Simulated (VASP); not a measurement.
Output of a VASP run:

### OSZICAR
```
       N       E                     dE             d eps       ncg     rms          rms(c)
DAV:   1     0.903860763303E+02    0.90386E+02   -0.71317E+03   416   0.958E+02
DAV:   2    -0.140682262398E+01   -0.91793E+02   -0.89035E+02   491   0.254E+02
DAV:   3    -0.500585758879E+01   -0.35990E+01   -0.35951E+01   486   0.536E+01
DAV:   4    -0.504096159763E+01   -0.35104E-01   -0.35103E-01   599   0.463E+00
DAV:   5    -0.504105070155E+01   -0.89104E-04   -0.89104E-04   486   0.214E-01    0.521E+00
DAV:   6    -0.481866691046E+01    0.22238E+00   -0.46524E-01   471   0.858E+00    0.428E+00
DAV:   7    -0.480309095031E+01    0.15576E-01   -0.11710E-01   466   0.247E+00    0.168E+00
DAV:   8    -0.480387858356E+01   -0.78763E-03   -0.10114E-02   426   0.137E+00    0.482E-01
DAV:   9    -0.480421963085E+01   -0.34105E-03   -0.99667E-04   466   0.356E-01    0.105E-01
DAV:  10    -0.480428913375E+01   -0.69503E-04   -0.12712E-04   456   0.117E-01    0.516E-02
DAV:  11    -0.480433420131E+01   -0.45068E-04   -0.86741E-05   434   0.640E-02    0.350E-02
DAV:  12    -0.480433314548E+01    0.10558E-05   -0.32713E-06   468   0.159E-02    0.201E-02
DAV:  13    -0.480433299698E+01    0.14850E-06   -0.56978E-07   318   0.420E-03
   1 F= -.48043330E+01 E0= -.48043330E+01  d E =-.480433E+01
       N       E                     dE             d eps       ncg     rms          rms(c)
DAV:   1    -0.480478908837E+01   -0.45594E-03   -0.92547E-03   461   0.125E+00    0.158E-01
DAV:   2    -0.480439771677E+01    0.39137E-03   -0.10667E-03   451   0.507E-01    0.518E-02
DAV:   3    -0.480435478781E+01    0.42929E-04   -0.10340E-04   441   0.110E-01    0.439E-02
DAV:   4    -0.480434578345E+01    0.90044E-05   -0.10811E-05   451   0.259E-02    0.829E-03
DAV:   5    -0.480434487696E+01    0.90649E-06   -0.11876E-06   213   0.147E-02
   2 F= -.48043449E+01 E0= -.48043449E+01  d E =-.118800E-04
```

### OUTCAR
```
------------------------ aborting loop because EDIFF is reached ----------------------------------------
  FORCE on cell =-STRESS in cart. coord.  units (eV):
  Direction    XX          YY          ZZ          XY          YZ          ZX
  --------------------------------------------------------------------------------------
  Total       -0.0060900     -0.0060900     -0.0060900     -0.0000000      0.0000000      0.0000000
  in kB       -0.1352503     -0.1352503     -0.1352503     -0.0000000      0.0000000      0.0000000
  external PRESSURE =      -0.1352503 kB  Pullay stress =       0.0000000 kB
  volume of cell :       72.14
      direct lattice vectors                 reciprocal lattice vectors
    -0.000000000  3.304096256  3.304096256    -0.151327310  0.151327310  0.151327310
     3.304096256 -0.000000000  3.304096256     0.151327310 -0.151327310  0.151327310
     3.304096256  3.304096256  0.000000000     0.151327310  0.151327310 -0.151327310
  FREE ENERGIE OF THE ION-ELECTRON SYSTEM (eV)
  ---------------------------------------------------
  free  energy   TOTEN  =        -4.8043448770 eV

  energy  without entropy=       -4.8043448770  energy(sigma->0) =       -4.80434488

 reached required accuracy - stopping structural energy minimisation
```
(Selected blocks of OUTCAR.)

### POSCAR
```
CdTe
1
   -0.0000000000     3.3023010370     3.3023010370
    3.3023010370    -0.0000000000     3.3023010370
    3.3023010370     3.3023010370    -0.0000000000
Cd Te
1 1
Direct
  0.0000000000   0.0000000000   0.0000000000
  0.2500000000   0.2500000000   0.2500000000
```

### Question
Write an INCAR and KPOINTS that could have produced this output.

### Answer
Several could match; the one computed here: the input of the run itself, PBE GGA, plane waves, VASP's PBE PAW potentials (set 64).

INCAR:
```
SYSTEM = CdTe
PREC = Accurate; ENCUT = 400; LREAL = .FALSE.
LASPH = .TRUE.
EDIFF = 1E-6; NELM = 100; ALGO = Normal
LMAXMIX = 4
ISMEAR = 0; SIGMA = 0.05
GGA = PE
IBRION = 2; NSW = 60; ISIF = 3
EDIFFG = -0.01
LWAVE = .FALSE.; LCHARG = .FALSE.
```

**KPOINTS**
```
Automatic
0
G
6 6 6
```

POTCAR, in this order: Cd Te (PBE.64 set). Program: vasp_std.

The compound is CdTe in the zinc blende structure. This run relaxes it. Symmetry was kept, so distortions that lower it aren't found. The start is the result of an earlier pass.
